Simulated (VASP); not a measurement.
Crystal: Nb2SnSe.

```
Nb Sn Se
1.0
     3.38318    0.00000    0.00000
    -1.69159    2.92992    0.00000
     0.00000    0.00000    7.77982
Nb Sn Se
2 1 1
Direct
  0.66667 0.33333 0.72508
  0.66667 0.33333 0.27492
  0.00000 0.00000 0.00000
  0.33333 0.66667 0.50000
```

The cell was built by a generator and needn't be a form met in nature.

Base run:

| Property | Result |
| --- | --- |
| Program | VASP 6.6.1 |
| Functional | PBEsol |
| Potentials or basis | VASP PAW PBE potentials, release 64 (Nb_sv, Sn_d, Se) |
| Cutoff | 520 eV |
| k mesh | 12 × 12 × 6 |
| Occupations | gaussian, width 0.1 eV |
| Spin | no spin polarisation |

Its results: pressure -5.1 GPa; largest force 0.083 eV/Å.

**Question.** The run is repeated on the same cell with these changes: functional from PBEsol to PBE. What comes out?

**Answer.** Pressure 0.0 GPa; largest force 0.011 eV/Å.

PBE binds less tightly than PBEsol, so the same cell stands under more pressure.

Caveats: the PAW data sets were made with another functional, which shifts forces and pressure a little (some runs).
